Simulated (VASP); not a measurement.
**Driving VASP from ASE on SnO2 (Cassiterite)**

Do ASE scripts that read SnO2 (Cassiterite) from different structure formats give one answer, and do several routes find one equilibrium volume? All runs use LDA. Left out of this account: at least 1 further run (self-consistent run: a reference on another mesh). The start is a cell from a database of measured crystal structures.

Main program and level: VASP 6.6.1; LDA; plane waves and PAW (Sn_d, O).

### 1. Set-up

The structure is tetragonal, space group P4_2/mnm (No. 136). Conventional cell: a = 4.738 Å, b = 4.738 Å, c = 3.187 Å, α = 90.00°, β = 90.00°, γ = 90.00°. Sn has 6 O at 2.05 to 2.06 Å nearest. O has 3 Sn at 2.05 to 2.06 Å nearest. Farther neighbours and most contacts between anions are not listed.

### 2. Total energy, forces and stress (LDA, through ASE)

A single point through ASE, with the structure read from an extended xyz file.

Input file run.py:

```python
import numpy as np
from ase.calculators.vasp import Vasp
from ase.io import read
from ase.dft.bandgap import bandgap

atoms = read('SnO2.xyz')

calc = Vasp(
    xc='lda',
    pp='LDA',
    prec='Accurate',
    encut=520,
    ediff=1e-06,
    nelm=100,
    ismear=-1,
    sigma=0.05,
    lreal=False,
    algo='Normal',
    nbands=32,
    lorbit=11,
    lwave=False,
    lcharg=False,
    kpar=4,
    isif=2,
    pp_version='64',
    setups={'Sn': '_d', 'O': ''},
    kpts=(5, 5, 8),
    gamma=True,
    txt='vasp.out',
)
atoms.calc = calc

print("energy (eV):", round(atoms.get_potential_energy(), 6))
print("Fermi level (eV):", round(calc.get_fermi_level(), 4))
print("forces (eV/A):")
print(np.round(atoms.get_forces(), 4))
print("stress (GPa, Voigt, tension positive):", np.round(atoms.get_stress() * 160.21766, 3))
gap, p1, p2 = bandgap(calc, direct=False)
print("gap on the mesh (eV):", round(gap, 4))
```

Input file SnO2.xyz:

```xyz
6
Lattice="4.7380000000 0.0000000000 0.0000000000 0.0000000000 4.7380000000 0.0000000000 0.0000000000 0.0000000000 3.1865000000" Properties=species:S:1:pos:R:3 pbc="T T T"
Sn     0.0000000000      0.0000000000      0.0000000000
Sn     2.3690000000      2.3690000000      1.5932500000
O      1.4550398000      1.4550398000      0.0000000000
O      0.9139602000      3.8240398000      1.5932500000
O      3.2829602000      3.2829602000      0.0000000000
O      3.8240398000      0.9139602000      1.5932500000
```

PAW data sets: Sn_d and O (LDA family, release 64).

Run with:

```bash
> export ASE_VASP_COMMAND="mpirun -np 4 vasp_std"
> python run.py
```

Log:

```text
energy (eV): -42.277906
Fermi level (eV): 6.4558
forces (eV/A):
[[ 0.      0.      0.    ]
 [ 0.      0.      0.    ]
 [-0.1278 -0.1278  0.    ]
 [ 0.1278 -0.1278  0.    ]
 [ 0.1278  0.1278 -0.    ]
 [-0.1278  0.1278 -0.    ]]
stress (GPa, Voigt, tension positive): [ 0.196  0.196 -1.351 -0.    -0.     0.   ]
gap on the mesh (eV): 1.1689
```

It took 8.6 s on 4 MPI ranks of Intel Xeon 6975P-C (Granite Rapids), shared host; peak memory 0.69 GiB.

Lines that name or quote the potential files are left out of all logs, and their timing lines are given in words.

ASE turned this into the INCAR:

```
ENCUT = 520.000000
SIGMA = 0.050000
EDIFF = 1.00e-06
ALGO = Normal
PREC = Accurate
ISIF = 2
ISMEAR = -1
KPAR = 4
LORBIT = 11
NBANDS = 32
NELM = 100
LCHARG = .FALSE.
LWAVE = .FALSE.
LREAL = .FALSE.
```

ASE turned this into the KPOINTS:

```
KPOINTS created by Atomic Simulation Environment
0
Gamma
5 5 8
0 0 0
```

vasp.out:

```text
[banner, memory and clock lines left out]
running    4 mpi-ranks, on    1 nodes
 distrk:  each k-point on    1 cores,    4 groups
 distr:  one band on    1 cores,    1 groups

 POSCAR found type information on POSCAR SnO
 POSCAR found :  2 types and       6 ions
 LDA part: xc-table for (Slater(with rela. corr.)+CA(PZ))
 , standard interpolation
 POSCAR, INCAR and KPOINTS ok, starting setup
 FFT: planning ... GRIDC
 FFT: planning ... GRID_SOFT
 FFT: planning ... GRID
 WAVECAR not read
 entering main loop
       N       E                     dE             d eps       ncg     rms          rms(c)
DAV:   1     0.627435986054E+03    0.62744E+03   -0.26315E+04  2168   0.255E+03
DAV:   2     0.485606033289E+02   -0.57888E+03   -0.55760E+03  2144   0.676E+02
DAV:   3    -0.438046556958E+02   -0.92365E+02   -0.90991E+02  2208   0.220E+02
DAV:   4    -0.483020630245E+02   -0.44974E+01   -0.44832E+01  2272   0.546E+01
DAV:   5    -0.484419363574E+02   -0.13987E+00   -0.13983E+00  2376   0.975E+00    0.158E+01
DAV:   6    -0.423355084660E+02    0.61064E+01   -0.22110E+01  3152   0.703E+01    0.615E+00
DAV:   7    -0.423704737190E+02   -0.34965E-01   -0.20784E+00  2216   0.844E+00    0.324E+00
DAV:   8    -0.422942370668E+02    0.76237E-01   -0.28819E-01  2992   0.514E+00    0.741E-01
DAV:   9    -0.422777514351E+02    0.16486E-01   -0.65240E-02  3056   0.378E+00    0.132E-01
DAV:  10    -0.422778993610E+02   -0.14793E-03   -0.45239E-03  2776   0.582E-01    0.479E-02
DAV:  11    -0.422779064205E+02   -0.70596E-05   -0.21528E-04  3056   0.199E-01    0.218E-02
DAV:  12    -0.422779101102E+02   -0.36897E-05   -0.23034E-05  2688   0.436E-02    0.151E-02
DAV:  13    -0.422779062359E+02    0.38744E-05   -0.13670E-05  2552   0.456E-02    0.173E-03
DAV:  14    -0.422779063407E+02   -0.10479E-06   -0.14181E-06  1672   0.913E-03
   1 F= -.42277906E+02 E0= -.42277906E+02  d E =-.123132E-06
```

Parts of OUTCAR (step 2):

```text
ion  position               nearest neighbor table
   1  0.000  0.000  0.000-   4 2.05   6 2.05   4 2.05   6 2.05   5 2.06   3 2.06   2 3.71   2 3.71
                             2 3.71   2 3.71   2 3.71   2 3.71   2 3.71   2 3.71
   2  0.500  0.500  0.500-   3 2.05   5 2.05   3 2.05   5 2.05   4 2.06   6 2.06   1 3.71   1 3.71
                             1 3.71   1 3.71   1 3.71   1 3.71   1 3.71   1 3.71
   3  0.307  0.307  0.000-   2 2.05   2 2.05   1 2.06
   4  0.193  0.807  0.500-   1 2.05   1 2.05   2 2.06
   5  0.693  0.693  0.000-   2 2.05   2 2.05   1 2.06
   6  0.807  0.193  0.500-   1 2.05   1 2.05   2 2.06

  LATTYP: Found a simple tetragonal cell.
 ALAT       =     4.7380000000
 C/A-ratio  =     0.6725411566

 Subroutine GETGRP returns: Found 16 space group operations
 (whereof  8 operations were pure point group operations)

The static configuration has the point symmetry D_2h.
 The point group associated with its full space group is D_4h.

 Found     30 irreducible k-points:

   k-points           NKPTS =     30   k-points in BZ     NKDIM =     30   number of bands    NBANDS=     32

   dimension x,y,z NGX =    36 NGY =   36 NGZ =   24
   dimension x,y,z NGXF=    72 NGYF=   72 NGZF=   48

   ENCUT  =  520.0 eV  38.22 Ry    6.18 a.u.   8.81  8.81  5.92*2*pi/ulx,y,z

   NELECT =      52.0000    total number of electrons

 k-points in reciprocal lattice and weights: KPOINTS created by Atomic Simulation Env
   0.00000000  0.00000000  0.00000000       0.005
   0.20000000  0.00000000  0.00000000       0.020
   0.40000000  0.00000000  0.00000000       0.020
   0.20000000  0.20000000  0.00000000       0.020
   0.40000000  0.20000000  0.00000000       0.040
   0.40000000  0.40000000  0.00000000       0.020
   0.00000000  0.00000000  0.12500000       0.010
   0.20000000  0.00000000  0.12500000       0.040
   0.40000000  0.00000000  0.12500000       0.040
[...]
0.40000000  0.20000000  0.50000000       0.040
   0.40000000  0.40000000  0.50000000       0.020

 average (electrostatic) potential at core
       1 -99.1974       2 -99.1974       3 -68.9943       4 -68.9943       5 -68.9943
       6 -68.9943

 E-fermi :   6.4558

 k-point     1 :       0.0000    0.0000    0.0000
  band No.  band energies     occupation
    ...
     22       4.6013      2.00000
     23       4.6013      2.00000
     24       5.0593      2.00000
     25       5.0593      2.00000
     26       5.8655      1.99999
     27       7.0344      0.00002
     28      11.7855      0.00000
     29      11.9591      0.00000
     30      11.9591      0.00000
     31      15.9751      0.00000
    ...

 k-point     2 :       0.2000    0.0000    0.0000
  band No.  band energies     occupation
    ...
     22       4.3351      2.00000
     23       4.6103      2.00000
     24       4.6281      2.00000
     25       5.0860      2.00000
     26       5.6631      2.00000
     27       7.9572      0.00000
     28      11.5025      0.00000
     29      12.1188      0.00000
     30      12.2704      0.00000
     31      16.3435      0.00000
    ...

 k-point     3 :       0.4000    0.0000    0.0000
  band No.  band energies     occupation
    ...
     22       4.1108      2.00000
     23       4.6311      2.00000
     24       4.6449      2.00000
     25       5.1529      2.00000
     26       5.3036      2.00000
     27       9.4678      0.00000
     28      10.7633      0.00000
     29      12.5444      0.00000
     30      12.6610      0.00000
     31      16.5773      0.00000
    ...

  Total       -0.0876348     -0.0876348      0.6033449     -0.0000000      0.0000000      0.0000000
  in kB       -1.9628321     -1.9628321     13.5136348     -0.0000000      0.0000000      0.0000000
  external PRESSURE =       3.1959902 kB  Pullay stress =       0.0000000 kB

  energy-cutoff  :      520.00
  volume of cell :       71.53
      direct lattice vectors                 reciprocal lattice vectors
     4.738000000  0.000000000  0.000000000     0.211059519  0.000000000  0.000000000
     0.000000000  4.738000000  0.000000000     0.000000000  0.211059519  0.000000000
     0.000000000  0.000000000  3.186500000     0.000000000  0.000000000  0.313823945

 POSITION                                       TOTAL-FORCE (eV/Angst)
 -----------------------------------------------------------------------------------
      0.00000      0.00000      0.00000         0.000000      0.000000      0.000000
      2.36900      2.36900      1.59325         0.000000      0.000000      0.000000
      1.45504      1.45504      0.00000        -0.127824     -0.127824      0.000000
      0.91396      3.82404      1.59325         0.127824     -0.127824      0.000000
      3.28296      3.28296      0.00000         0.127824      0.127824     -0.000000
      3.82404      0.91396      1.59325        -0.127824      0.127824     -0.000000
 -----------------------------------------------------------------------------------
    total drift:                               -0.000000      0.000000      0.000000

  FREE ENERGIE OF THE ION-ELECTRON SYSTEM (eV)
  ---------------------------------------------------
  free  energy   TOTEN  =       -42.2779063407 eV

  energy  without entropy=      -42.2779062176  energy(sigma->0) =      -42.27790628

 total charge
# of ion       s       p       d       tot
------------------------------------------
    1        0.894   1.127  10.390  12.411
    2        0.894   1.127  10.390  12.411
    3        1.549   3.494   0.000   5.043
    4        1.549   3.494   0.000   5.043
    5        1.549   3.494   0.000   5.043
    6        1.549   3.494   0.000   5.043
--------------------------------------------------
tot          7.985  16.230  20.781  44.995

[... 3 further parts left out ...]
```

The gap is read on the k-mesh alone, so it is an upper bound where the band edges lie off the mesh, and a coarse mesh can show a gap where there is none.

This step gave:

| Item | Value |
| --- | --- |
| SCF cycles | 14 |
| electrons | 52 |
| bands | 32 |
| irreducible k-points | 30 |
| symmetry operations | 16 |
| free energy (TOTEN) | -42.28 eV |
| Fermi energy | 6.456 eV |
| pressure | 0.3196 GPa |
| metallic, judged on the points sampled | no |
| valence top at k | 0, 0, 0 |
| conduction bottom at k | 0, 0, 0 |
| least direct gap at k | 0, 0, 0 |
| gap on the k-mesh | 1.169 eV |
| least direct gap on the k-mesh | 1.169 eV |

Force by atom:

```tsv
atom	x (eV/Å)	y (eV/Å)	z (eV/Å)	size
Sn1	0.000	0.000	0.000	0.000
Sn2	0.000	0.000	0.000	0.000
O3	-0.128	-0.128	0.000	0.181
O4	0.128	-0.128	0.000	0.181
O5	0.128	0.128	0.000	0.181
O6	-0.128	0.128	0.000	0.181
```

The pressure is 0.32 GPa and the largest force 0.181 eV/Å, so the cell is not at a minimum at these settings.

### 3. A single point (LDA, through ASE)

The single point through ASE, with the structure read from a CIF with its space group. The mesh changes to 6×6×8, so this is no clean test of the format.

run.py: that of step 2 with these lines changed.

```diff
@@ -5,3 +5,3 @@
 
-atoms = read('SnO2.xyz')
+atoms = read('SnO2.cif')
 
@@ -26,3 +26,3 @@
     setups={'Sn': '_d', 'O': ''},
-    kpts=(5, 5, 8),
+    kpts=(6, 6, 8),
     gamma=True,
```

Input file SnO2.cif:

```cif
data_SnO2
_cell_length_a 4.73800000
_cell_length_b 4.73800000
_cell_length_c 3.18650000
_cell_angle_alpha 90.00000000
_cell_angle_beta 90.00000000
_cell_angle_gamma 90.00000000
_space_group_name_H-M_alt 'P4_2/mnm'
_space_group_name_Hall '-P 4n 2n'
_space_group_IT_number 136
loop_
_space_group_symop_operation_xyz
'x,y,z'
'-x,-y,-z'
'-y+1/2,x+1/2,z+1/2'
'y+1/2,-x+1/2,-z+1/2'
'-x,-y,z'
'x,y,-z'
'y+1/2,-x+1/2,z+1/2'
'-y+1/2,x+1/2,-z+1/2'
'x+1/2,-y+1/2,-z+1/2'
'-x+1/2,y+1/2,z+1/2'
'-y,-x,-z'
'y,x,z'
'-x+1/2,y+1/2,-z+1/2'
'x+1/2,-y+1/2,z+1/2'
'y,x,-z'
'-y,-x,z'
loop_
_atom_site_label
_atom_site_type_symbol
_atom_site_symmetry_multiplicity
_atom_site_Wyckoff_symbol
_atom_site_fract_x
_atom_site_fract_y
_atom_site_fract_z
_atom_site_occupancy
Sn1 Sn 2 a 0.0000000000 0.0000000000 0.0000000000 1
O1 O 4 f 0.3071000000 0.3071000000 0.0000000000 1
```

Log:

```text
energy (eV): -42.278027
Fermi level (eV): 6.4602
forces (eV/A):
[[-0.     -0.      0.    ]
 [-0.     -0.      0.    ]
 [-0.1279 -0.1279 -0.    ]
 [ 0.1279  0.1279  0.    ]
 [ 0.1279 -0.1279  0.    ]
 [-0.1279  0.1279  0.    ]]
stress (GPa, Voigt, tension positive): [ 0.192  0.192 -1.359 -0.    -0.    -0.   ]
gap on the mesh (eV): 1.169
```

Wall time 13 s (4 MPI ranks); peak memory 0.81 GiB; 46 s of CPU time.

The INCAR that ASE wrote:

```
ENCUT = 520.000000
SIGMA = 0.050000
EDIFF = 1.00e-06
ALGO = Normal
PREC = Accurate
ISIF = 2
ISMEAR = -1
KPAR = 4
LORBIT = 11
NBANDS = 32
NELM = 100
LCHARG = .FALSE.
LWAVE = .FALSE.
LREAL = .FALSE.
```

The KPOINTS that ASE wrote:

```
KPOINTS created by Atomic Simulation Environment
0
Gamma
6 6 8
0 0 0
```

VASP's own log, vasp.out:

```text
[... set-up lines as in an earlier step ...]
 entering main loop
       N       E                     dE             d eps       ncg     rms          rms(c)
DAV:   1     0.640354845699E+03    0.64035E+03   -0.26176E+04  3536   0.255E+03
DAV:   2     0.480660135573E+02   -0.59229E+03   -0.56796E+03  3584   0.672E+02
DAV:   3    -0.438661355535E+02   -0.91932E+02   -0.90652E+02  3720   0.221E+02
DAV:   4    -0.483032319740E+02   -0.44371E+01   -0.44191E+01  3888   0.536E+01
DAV:   5    -0.484427688485E+02   -0.13954E+00   -0.13949E+00  4056   0.968E+00    0.158E+01
DAV:   6    -0.423376624156E+02    0.61051E+01   -0.22089E+01  5200   0.704E+01    0.616E+00
DAV:   7    -0.423706989426E+02   -0.33037E-01   -0.20600E+00  3712   0.840E+00    0.324E+00
DAV:   8    -0.422942475185E+02    0.76451E-01   -0.28571E-01  5008   0.514E+00    0.740E-01
DAV:   9    -0.422778817304E+02    0.16366E-01   -0.65096E-02  5120   0.377E+00    0.134E-01
DAV:  10    -0.422780216900E+02   -0.13996E-03   -0.45345E-03  4616   0.590E-01    0.470E-02
DAV:  11    -0.422780266135E+02   -0.49235E-05   -0.22806E-04  5128   0.203E-01    0.213E-02
DAV:  12    -0.422780302870E+02   -0.36735E-05   -0.23946E-05  4496   0.446E-02    0.147E-02
DAV:  13    -0.422780264923E+02    0.37947E-05   -0.13688E-05  4208   0.455E-02    0.155E-03
DAV:  14    -0.422780266009E+02   -0.10858E-06   -0.13801E-06  2720   0.966E-03
   1 F= -.42278027E+02 E0= -.42278027E+02  d E =-.947645E-07
```

OUTCAR, selected parts (step 3):

```text
 Found     50 irreducible k-points:

   k-points           NKPTS =     50   k-points in BZ     NKDIM =     50   number of bands    NBANDS=     32

   NELECT =      52.0000    total number of electrons

 E-fermi :   6.4602

 k-point     1 :       0.0000    0.0000    0.0000
  band No.  band energies     occupation
    ...
     22       4.6013      2.00000
     23       4.6013      2.00000
     24       5.0593      2.00000
     25       5.0593      2.00000
     26       5.8654      1.99999
     27       7.0344      0.00002
     28      11.7855      0.00000
     29      11.9591      0.00000
     30      11.9591      0.00000
     31      15.9751      0.00000
    ...

 k-point     2 :       0.1667    0.0000    0.0000
  band No.  band energies     occupation
    ...
     22       4.5054      2.00000
     23       4.6076      2.00000
     24       4.6221      2.00000
     25       5.0782      2.00000
     26       5.7209      2.00000
     27       7.7252      0.00000
     28      11.5746      0.00000
     29      12.0682      0.00000
     30      12.1984      0.00000
     31      16.2536      0.00000
    ...

  Total       -0.0859350     -0.0859350      0.6065389     -0.0000000      0.0000000      0.0000000
  in kB       -1.9247595     -1.9247595     13.5851750     -0.0000000      0.0000000      0.0000000
  external PRESSURE =       3.2452187 kB  Pullay stress =       0.0000000 kB

 POSITION                                       TOTAL-FORCE (eV/Angst)
 -----------------------------------------------------------------------------------
      0.00000      0.00000      0.00000        -0.000000     -0.000000      0.000000
      2.36900      2.36900      1.59325        -0.000000     -0.000000      0.000000
      1.45504      1.45504      0.00000        -0.127879     -0.127879     -0.000000
      3.28296      3.28296      0.00000         0.127879      0.127879      0.000000
      0.91396      3.82404      1.59325         0.127879     -0.127879      0.000000
      3.82404      0.91396      1.59325        -0.127879      0.127879      0.000000
 -----------------------------------------------------------------------------------
    total drift:                               -0.000000      0.000000      0.000000

  FREE ENERGIE OF THE ION-ELECTRON SYSTEM (eV)
  ---------------------------------------------------
  free  energy   TOTEN  =       -42.2780266009 eV

  energy  without entropy=      -42.2780265061  energy(sigma->0) =      -42.27802655

 total charge
# of ion       s       p       d       tot
------------------------------------------
    1        0.894   1.127  10.390  12.411
    2        0.894   1.127  10.390  12.411
    3        1.549   3.494   0.000   5.043
    4        1.549   3.494   0.000   5.043
    5        1.549   3.494   0.000   5.043
    6        1.549   3.494   0.000   5.043
--------------------------------------------------
tot          7.985  16.229  20.781  44.995

[... 6 parts as in an earlier step ...]

[... 7 further parts left out ...]
```

This step gave:

```yaml
irreducible_k_points: 50
fermi_energy: 6.460 eV
pressure: 0.3245 GPa
```

Force by atom:

```tsv
atom	x (eV/Å)	y (eV/Å)	z (eV/Å)	size
Sn1	0.000	0.000	0.000	0.000
Sn2	0.000	0.000	0.000	0.000
O3	-0.128	-0.128	0.000	0.181
O4	0.128	0.128	0.000	0.181
O5	0.128	-0.128	0.000	0.181
O6	-0.128	0.128	0.000	0.181
```

The energy lies -0.02 meV an atom from the first script, on another mesh.

[end of part 1 of 3]

[Lines on the potential files, build, host, timing and source positions are cut from VASP's logs without a mark.]

[Logs are printed without paths, hosts, clocks, repeated set-up lines and the standing remarks that a program may print on its own settings, such as how far it seeks lower states.]

[Hosts, paths, dates, database ids (printed as entryN), source tags and the programs' standing remarks are cut or masked in the printed files.]

[A measured line is paired with the nearest computed mode of its activity, which favours agreement.]

[In band tables of VASP the shares of atoms and orbitals are scaled to a sum of 1 inside the atoms' spheres.]
